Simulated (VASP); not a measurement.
# What goes wrong when ZrB2 is relaxed with a bad input

Aim: see how common mistakes in a VASP relaxation show up, on ZrB2. The starting structure is a measured crystal structure from the Crystallography Open Database.

Calculated with VASP 6.6.1; Kohn-Sham DFT with plane waves and PAW; PBEsol.

**1. Set-up**

The structure is hexagonal, space group P6/mmm (No. 191). The conventional cell has a = 3.170 Å, b = 3.170 Å, c = 3.533 Å, α = 90.00°, β = 90.00°, γ = 120.00°. Nearest to Zr lie 12 B at 2.54 Å. B has 3 B at 1.83 Å and 6 Zr at 2.54 Å nearest. Farther neighbours are not listed.

**2. Reference relaxation**

INCAR reads:

```
SYSTEM = ZrB2
PREC = Accurate
ENCUT = 450
EDIFF = 1E-06
NELM = 100
ISMEAR = 1
SIGMA = 0.1
LREAL = .FALSE.
ALGO = Normal
GGA = PS
NBANDS = 15
LORBIT = 11
LWAVE = .FALSE.
LCHARG = .FALSE.
KPAR = 2
IBRION = 2
NSW = 50
ISIF = 3
EDIFFG = -0.01
```

POSCAR reads:

```
ZrB2
1.0
    3.1700000000      0.0000000000      0.0000000000
   -1.5850000000      2.7453005300      0.0000000000
    0.0000000000      0.0000000000      3.5330000000
Zr B
1 2
Direct
    0.0000000000      0.0000000000      0.0000000000
    0.6666666667      0.3333333333      0.5000000000
    0.3333333333      0.6666666667      0.5000000000
```

KPOINTS reads:

```
Automatic mesh
0
Gamma
10 10 8
0 0 0
```

Potentials, in the order of the species: Zr_sv and B (PBE family, release 64).

The run is started by

```console
> mpirun -np 2 vasp_std
```

What it wrote:

```text
[banner, memory and clock lines left out]
running    2 mpi-ranks, on    1 nodes
 distrk:  each k-point on    1 cores,    2 groups
 distr:  one band on    1 cores,    1 groups

 POSCAR found type information on POSCAR ZrB
 POSCAR found :  2 types and       3 ions
|                                                                             |
|               ----> ADVICE to this user running VASP <----                  |
|                                                                             |
|     You enforced a specific xc type in the INCAR file but a different       |
|     [... a line on the potential file left out ...]
|     I HOPE YOU KNOW WHAT YOU ARE DOING!                                     |
|                                                                             |

 LDA part: xc-table for (Slater+PW92), standard interpolation
 POSCAR, INCAR and KPOINTS ok, starting setup
 FFT: planning ... GRIDC
 FFT: planning ... GRID_SOFT
 FFT: planning ... GRID
 WAVECAR not read
 entering main loop
       N       E                     dE             d eps       ncg     rms          rms(c)
DAV:   1     0.904756816853E+02    0.90476E+02   -0.90992E+03  2100   0.108E+03
DAV:   2    -0.251774122662E+02   -0.11565E+03   -0.11144E+03  2646   0.285E+02
DAV:   3    -0.288856123146E+02   -0.37082E+01   -0.36913E+01  3385   0.441E+01
DAV:   4    -0.289429039688E+02   -0.57292E-01   -0.57263E-01  2388   0.507E+00
DAV:   5    -0.289443743684E+02   -0.14704E-02   -0.14704E-02  3254   0.557E-01    0.222E+01
DAV:   6    -0.264423929959E+02    0.25020E+01   -0.59109E+00  2614   0.167E+01    0.913E+00
DAV:   7    -0.263962862866E+02    0.46107E-01   -0.67949E-01  3103   0.522E+00    0.324E+00
DAV:   8    -0.263958947255E+02    0.39156E-03   -0.93720E-02  2538   0.258E+00    0.498E-01
DAV:   9    -0.263924876249E+02    0.34071E-02   -0.18304E-02  2669   0.103E+00    0.185E-01
DAV:  10    -0.263922481285E+02    0.23950E-03   -0.12015E-03  2501   0.327E-01    0.396E-02
DAV:  11    -0.263922521419E+02   -0.40135E-05   -0.61966E-05  2985   0.729E-02    0.104E-02
DAV:  12    -0.263922506078E+02    0.15341E-05   -0.24619E-06  2268   0.114E-02    0.481E-03
DAV:  13    -0.263922504306E+02    0.17727E-06   -0.47997E-07  1246   0.595E-03
   1 F= -.26392250E+02 E0= -.26392166E+02  d E =-.263923E+02
[...]
2 F= -.26388924E+02 E0= -.26388833E+02  d E =0.332609E-02
[...]
3 F= -.26397602E+02 E0= -.26397514E+02  d E =-.535139E-02
[...]
4 F= -.26397600E+02 E0= -.26397512E+02  d E =-.534944E-02
 curvature:  -0.21 expect dE=-0.103E-04 dE for cont linesearch -0.741E-06
 ZBRENT: accuracy reached
 trial: gam= 0.01405 g(F)=  0.335E-50 g(S)=  0.482E-04 ort =-0.288E-03 (trialstep = 0.890E+00)
 search vector abs. value=  0.449E-04
 bond charge predicted
       N       E                     dE             d eps       ncg     rms          rms(c)
DAV:   1    -0.263976600922E+02   -0.60611E-04   -0.27677E-03  2212   0.464E-01    0.401E-02
DAV:   2    -0.263976303997E+02    0.29693E-04   -0.53621E-05  2422   0.594E-02    0.209E-02
DAV:   3    -0.263976197189E+02    0.10681E-04   -0.26140E-05  2639   0.411E-02    0.343E-03
DAV:   4    -0.263976198092E+02   -0.90357E-07   -0.52625E-07  1477   0.609E-03
   5 F= -.26397620E+02 E0= -.26397533E+02  d E =-.199369E-04
 trial-energy change:   -0.000020  1 .order   -0.000020   -0.000039   -0.000001
 step:   0.9193(harm=  0.9193)  dis= 0.00000  next Energy=   -26.397620 (dE=-0.203E-04)
 reached required accuracy - stopping structural energy minimisation
```

Elapsed: 24 s, on 2 MPI ranks of AMD EPYC 9R14 (Zen 4), shared host; peak memory 0.25 GiB.

The logs omit lines about the potential files and the build; timing stands in the text.

From OUTCAR (step 2):

```text
ion  position               nearest neighbor table
   1  0.000  0.000  0.000-   2 2.54   3 2.54   2 2.54   3 2.54   2 2.54   2 2.54   3 2.54   3 2.54
                             2 2.54   2 2.54   3 2.54   3 2.54
   2  0.667  0.333  0.500-   3 1.83   3 1.83   3 1.83   1 2.54   1 2.54   1 2.54   1 2.54   1 2.54
                             1 2.54
   3  0.333  0.667  0.500-   2 1.83   2 1.83   2 1.83   1 2.54   1 2.54   1 2.54   1 2.54   1 2.54
                             1 2.54

  LATTYP: Found a hexagonal cell.
 ALAT       =     3.1700000000
 C/A-ratio  =     1.1145110410

 Subroutine GETGRP returns: Found 24 space group operations
 (whereof 24 operations were pure point group operations)

The static configuration has the point symmetry D_6h.

 Found     70 irreducible k-points:

   k-points           NKPTS =     70   k-points in BZ     NKDIM =     70   number of bands    NBANDS=     15

   dimension x,y,z NGX =    24 NGY =   24 NGZ =   24
   dimension x,y,z NGXF=    48 NGYF=   48 NGZF=   48

   ENCUT  =  450.0 eV  33.07 Ry    5.75 a.u.   5.48  5.48  6.11*2*pi/ulx,y,z

   NELECT =      18.0000    total number of electrons

 k-points in reciprocal lattice and weights: Automatic mesh
   0.00000000  0.00000000  0.00000000       0.001
   0.10000000 -0.00000000  0.00000000       0.007
   0.20000000 -0.00000000  0.00000000       0.007
   0.30000000  0.00000000  0.00000000       0.007
   0.40000000  0.00000000  0.00000000       0.007
   0.50000000  0.00000000  0.00000000       0.004
   0.10000000  0.10000000  0.00000000       0.007
   0.20000000  0.10000000  0.00000000       0.015
   0.30000000  0.10000000  0.00000000       0.015
[...]
0.40000000  0.20000000  0.50000000       0.007
   0.30000000  0.30000000  0.50000000       0.007

 average (electrostatic) potential at core
       1 -72.3547       2 -21.9116       3 -21.9116

 E-fermi :  10.4687

 k-point     1 :       0.0000    0.0000    0.0000
  band No.  band energies     occupation
    ...
      5      -2.1667      2.00000
      6       7.9404      2.00000
      7       7.9404      2.00000
      8       7.9433      2.00000
      9       8.2927      2.00000
     10      14.0612      0.00000
     11      14.0612      0.00000
     12      14.8797      0.00000
     13      14.8797      0.00000
     14      15.5997      0.00000
    ...

 k-point     2 :       0.1000   -0.0000    0.0000
  band No.  band energies     occupation
    ...
      5      -1.9635      2.00000
      6       7.3747      2.00000
      7       7.9489      2.00000
      8       8.0646      2.00000
      9       8.1345      2.00000
     10      13.8190      0.00000
     11      13.9339      0.00000
     12      14.2381      0.00000
     13      14.3744      0.00000
     14      16.4354      0.00000
    ...

 k-point     3 :       0.2000   -0.0000    0.0000
  band No.  band energies     occupation
    ...
      5      -1.3883      2.00000
      6       6.1236      2.00000
      7       7.5705      2.00000
      8       7.9124      2.00000
      9       8.4866      2.00000
     10      12.8466      0.00000
     11      13.6245      0.00000
     12      13.9857      0.00000
     13      14.6013      0.00000
     14      16.9661      0.00000
    ...

  Total        0.0136766      0.0136766      0.0104914      0.0000000     -0.0000000     -0.0000000
  in kB        0.7237568      0.7237568      0.5551998      0.0000000     -0.0000000     -0.0000000
  external PRESSURE =       0.6675711 kB  Pullay stress =       0.0000000 kB

  energy-cutoff  :      450.00
  volume of cell :       30.28
      direct lattice vectors                 reciprocal lattice vectors
     3.154753843 -0.000000000 -0.000000000     0.316981942  0.183009610  0.000000000
    -1.577376921  2.732096970  0.000000000    -0.000000000  0.366019219 -0.000000000
    -0.000000000  0.000000000  3.512645470     0.000000000 -0.000000000  0.284685719

 POSITION                                       TOTAL-FORCE (eV/Angst)
 -----------------------------------------------------------------------------------
      0.00000      0.00000     -0.00000        -0.000000      0.000000      0.000000
      1.57738      0.91070      1.75632         0.000000     -0.000000      0.000000
     -0.00000      1.82140      1.75632        -0.000000      0.000000     -0.000000
 -----------------------------------------------------------------------------------
    total drift:                               -0.000000      0.000000      0.000000

  FREE ENERGIE OF THE ION-ELECTRON SYSTEM (eV)
  ---------------------------------------------------
  free  energy   TOTEN  =       -26.3976198092 eV

  energy  without entropy=      -26.3973586265  energy(sigma->0) =      -26.39753275

 reached required accuracy - stopping structural energy minimisation

 total charge
# of ion       s       p       d       tot
------------------------------------------
    1        2.174   6.032   1.802  10.007
    2        0.665   1.248   0.000   1.913
    3        0.665   1.248   0.000   1.913
--------------------------------------------------
tot          3.503   8.529   1.802  13.834

[... 3 further parts left out ...]
```

CONTCAR:

```
ZrB2
   1.00000000000000
     3.1547538427356066   -0.0000000000000000   -0.0000000000000000
    -1.5773769213678033    2.7320969704988949    0.0000000000000000
    -0.0000000000000000    0.0000000000000000    3.5126454695117051
  Zr              B
     1     2
Direct
     0.0000000000000000    0.0000000000000000    0.0000000000000000
     0.6666666667000030    0.3333333332999970    0.5000000000000000
     0.3333333332999970    0.6666666667000030    0.5000000000000000
```

The PAW data sets were made with PBE, which is usual practice but a small mismatch for other functionals. The run keeps the 24 symmetry operations of its start, so it cannot find a distortion of lower symmetry.

The reference relaxation ends at 10.092 Å³ an atom.

**3. Relaxation with a functional's name that the tag doesn't take**

A slip made on purpose: a functional's name that the tag doesn't take. Against step 2 the input has GGA = PBESOL (also changed: NELM).

INCAR, as its differences from that of step 2:

```diff
@@ -4,3 +4,3 @@
 EDIFF = 1E-06
-NELM = 100
+NELM = 60
 ISMEAR = 1
@@ -9,3 +9,3 @@
 ALGO = Normal
-GGA = PS
+GGA = PBESOL
 NBANDS = 15
```

POSCAR is that of step 2.

KPOINTS is that of step 2.

The run is started by

```console
> mpirun -np 2 vasp_std
```

What it wrote:

```text
[banner, memory and clock lines left out]
running    2 mpi-ranks, on    1 nodes
[...]
|                                                                             |
|     EEEEEEE  RRRRRR   RRRRRR   OOOOOOO  RRRRRR      ###     ###     ###     |
|     E        R     R  R     R  O     O  R     R     ###     ###     ###     |
|     E        R     R  R     R  O     O  R     R     ###     ###     ###     |
|     EEEEE    RRRRRR   RRRRRR   O     O  RRRRRR       #       #       #      |
|     E        R   R    R   R    O     O  R   R                               |
|     E        R    R   R    R   O     O  R    R      ###     ###     ###     |
|     EEEEEEE  R     R  R     R  OOOOOOO  R     R     ###     ###     ###     |
|                                                                             |
|     Error: One of the selected functionals does not exist.                  |
|                                                                             |
|       ---->  I REFUSE TO CONTINUE WITH THIS SICK JOB ... BYE!!! <----       |
|                                                                             |

1
1
```

It took 1.8 s on 2 MPI ranks.

VASP stopped with this message: “Error: One of the selected functionals does not exist”.

**4. Relaxation with too few ionic steps**

A slip made on purpose: too few ionic steps. Against step 2 the input has NSW = 2 (also changed: NELM).

INCAR, as its differences from that of step 3:

```diff
@@ -9,3 +9,3 @@
 ALGO = Normal
-GGA = PBESOL
+GGA = PS
 NBANDS = 15
@@ -16,3 +16,3 @@
 IBRION = 2
-NSW = 50
+NSW = 2
 ISIF = 3
```

POSCAR is that of step 3.

KPOINTS is that of step 3.

The run is started by

```console
> mpirun -np 2 vasp_std
```

What it wrote:

```text
[banner, memory and clock lines left out]
running    2 mpi-ranks, on    1 nodes
[...]
[... a notice as in an earlier step ...]

 LDA part: xc-table for (Slater+PW92), standard interpolation
 POSCAR, INCAR and KPOINTS ok, starting setup
[...]
entering main loop
       N       E                     dE             d eps       ncg     rms          rms(c)
[... 13 cycles as in an earlier step ...]
   1 F= -.26392250E+02 E0= -.26392166E+02  d E =-.263923E+02
[...]
N       E                     dE             d eps       ncg     rms          rms(c)
[... 9 cycles as in an earlier step ...]
   2 F= -.26388924E+02 E0= -.26388833E+02  d E =0.332609E-02
 trial-energy change:    0.003326  1 .order    0.003620   -0.023926    0.031166
 step:   0.4422(harm=  0.4343)  dis= 0.00000  next Energy=   -26.397566 (dE=-0.532E-02)
```

The job ended after 14 s (2 MPI ranks; peak memory 0.25 GiB).

Parts of OUTCAR (step 4):

```text
  Total        0.9619526      0.9619526      0.8286376      0.0000000      0.0000000      0.0000000
  in kB       51.8693175     51.8693175     44.6808550      0.0000000      0.0000000      0.0000000
  external PRESSURE =      49.4731633 kB  Pullay stress =       0.0000000 kB

 POSITION                                       TOTAL-FORCE (eV/Angst)
 -----------------------------------------------------------------------------------
      0.00000      0.00000     -0.00000        -0.000000     -0.000000      0.000000
      1.56709      0.90476      1.74641        -0.000000     -0.000000      0.000000
     -0.00000      1.80952      1.74641         0.000000      0.000000      0.000000
 -----------------------------------------------------------------------------------
    total drift:                               -0.000000      0.000000      0.000000

  FREE ENERGIE OF THE ION-ELECTRON SYSTEM (eV)
  ---------------------------------------------------
  free  energy   TOTEN  =       -26.3889243438 eV

  energy  without entropy=      -26.3886517624  energy(sigma->0) =      -26.38883348

[... 1 part as in an earlier step ...]

[... 2 further parts left out ...]
[key lines of the parts left out:]
E-fermi :  10.6751
```

The relaxation used up its 2 ionic steps (NSW) before forces and stress met EDIFFG.

**5. Relaxation with the cell held fixed (ISIF = 2)**

A slip made on purpose: the cell held fixed (ISIF = 2). Against step 2 the input has ISIF = 2 (also changed: NELM).

INCAR, as its differences from that of step 4:

```diff
@@ -16,4 +16,4 @@
 IBRION = 2
-NSW = 2
-ISIF = 3
+NSW = 50
+ISIF = 2
 EDIFFG = -0.01
```

POSCAR is that of step 4.

KPOINTS is that of step 4.

The run is started by

```console
> mpirun -np 2 vasp_std
```

What it wrote:

```text
[... set-up lines as in an earlier step ...]
 entering main loop
       N       E                     dE             d eps       ncg     rms          rms(c)
[... 13 cycles as in an earlier step ...]
   1 F= -.26392250E+02 E0= -.26392166E+02  d E =-.263923E+02
[...]
reached required accuracy - stopping structural energy minimisation
```

The job ended after 8.4 s (2 MPI ranks; peak memory 0.24 GiB).

(Continued in part 2 of 2.)

[Lines on the potential files, build, host, timing and source positions are cut from VASP's logs without a mark.]

[Logs are printed without paths, hosts, clocks, repeated set-up lines and the standing remarks that a program may print on its own settings, such as how far it seeks lower states.]

[Hosts, paths, dates, database ids (printed as entryN), source tags and the programs' standing remarks are cut or masked in the printed files.]
